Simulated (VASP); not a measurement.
Consider the following.

```
CELL_PARAMETERS angstrom
      3.13340     0.00000     0.00000
      0.00000     3.13340     0.00000
      0.00000     0.00000     3.13340
ATOMIC_POSITIONS crystal
  In 0.50000 0.50000 0.50000
  Pd 0.00000 0.00000 0.00000
```

These are PBEsol GGA, VASP's PBE PAW potentials (set 64) (plane waves; VASP) values and carry that method's errors. Numerical set-up: 500 eV cut-off, 12×12×12 Γ-centred mesh, first-order Methfessel-Paxton smearing of 0.10 eV, potentials In_d Pd.

Energy and stress use the plane-wave basis of the starting cell.

**Question.** The ions, cell shape and volume at an external pressure of 30.0 GPa are relaxed. Give the cell that the relaxation ends in.

**Answer.** 
```
CELL_PARAMETERS angstrom
      3.09396     0.00000     0.00000
      0.00000     3.09396     0.00000
      0.00000     0.00000     3.09396
ATOMIC_POSITIONS crystal
  In 0.50000 0.50000 0.50000
  Pd 0.00000 0.00000 0.00000
```
Space group Pm-3m (221), at a tolerance of 0.03 Å.

**Question.** How do energy and volume change from the first to the last step?

**Answer.** The energy (σ→0) changes by +88.7 meV/atom and the volume by -3.7 %, in 4 ionic steps.

```tsv
step	E(σ→0) (eV)	max force (eV/Å)	pressure (GPa)	volume (Å³)
1	-9.8018	0.000	20.07	30.76
2	-8.7800	0.000	66.65	26.71
3	-9.6304	0.000	29.65	29.65
4	-9.6244	0.000	29.87	29.62
```

The compound is PdIn in the CsCl type structure. This run relaxes it under an external pressure of 30 GPa. Symmetry was kept, so distortions that lower it aren't found. The electron count is odd and the run is not spin-polarised, which forces a metal.
